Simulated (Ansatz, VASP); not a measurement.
**One calculation of WCF2, two programs**

```
CELL_PARAMETERS angstrom
4.06068 0.00000 0.00000
0.00000 4.06068 0.00000
0.00000 0.00000 3.92649
ATOMIC_POSITIONS crystal
W 0.00000 0.00000 0.00000
C 0.00000 0.00000 0.50000
F 0.50000 0.00000 0.00000
F 0.00000 0.50000 0.00000
```

Alike in both runs: functional PBE; k mesh 12 × 12 × 12; occupations gaussian, width 0.1 eV; no spin polarisation.

Ansatz relaxed the structure, and its values are those at the end. VASP's run is a single point on that final structure, the one shown.

|  | VASP | Ansatz |
| --- | --- | --- |
| version | VASP 6.6.1 | Ansatz 0.2.0 |
| potentials or method | VASP PAW PBE potentials, release 64 (W_sv, C, F) | scalar-relativistic, plane waves, PAW |
| plane-wave cutoff (eV) | 520 | 420 |
| valence electrons in the cell | 32 | 32 |

```csv
,VASP,Ansatz,Ansatz less VASP
gap on the k mesh at the Fermi level (eV),none,none,-
pressure (GPa),0.7,0.0,-0.72
```

A gap of «none» marks a metal or a gap that the smearing closes.

Spin-orbit coupling is left out, which matters for the levels of W.
